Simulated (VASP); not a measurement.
# HgTe (space group P3_221): computed properties

Level of theory: r2SCAN meta-GGA, VASP's PBE PAW potentials (set 64) (plane waves; VASP).

space group: P3_221 (154)
cell: a = b = 4.6873 Å, c = 10.3527 Å, α = β = 90.00°, γ = 120.00°
volume per atom: 32.83 Å^3/atom
band gap (over mesh and band path): 0.90 eV
smallest direct gap (over mesh and band path): 1.06 eV
band-edge character: indirect, A to Γ
density: 8.30 g/cm³

```yaml
crystal:
  lattice:
    - [4.68734, 0.00000, 0.00000]
    - [-2.34367, 4.05935, 0.00000]
    - [0.00000, 0.00000, 10.35266]
  atoms:
    - { symbol: Hg, position: [0.68765, 0.68765, 0.00000] }
    - { symbol: Hg, position: [0.31235, 0.00000, 0.66667] }
    - { symbol: Hg, position: [0.00000, 0.31235, 0.33333] }
    - { symbol: Te, position: [0.51204, 0.51204, 0.50000] }
    - { symbol: Te, position: [0.48796, 0.00000, 0.16667] }
    - { symbol: Te, position: [0.00000, 0.48796, 0.83333] }
```

Unless said otherwise, spin-orbit coupling is left out, though it shifts the bands of the heavy elements here.

The structure comes from a computed database's HgTe entry (P3_221); how it stands against other phases isn't given here. It was relaxed first. Symmetry was kept, so distortions that lower it aren't found.
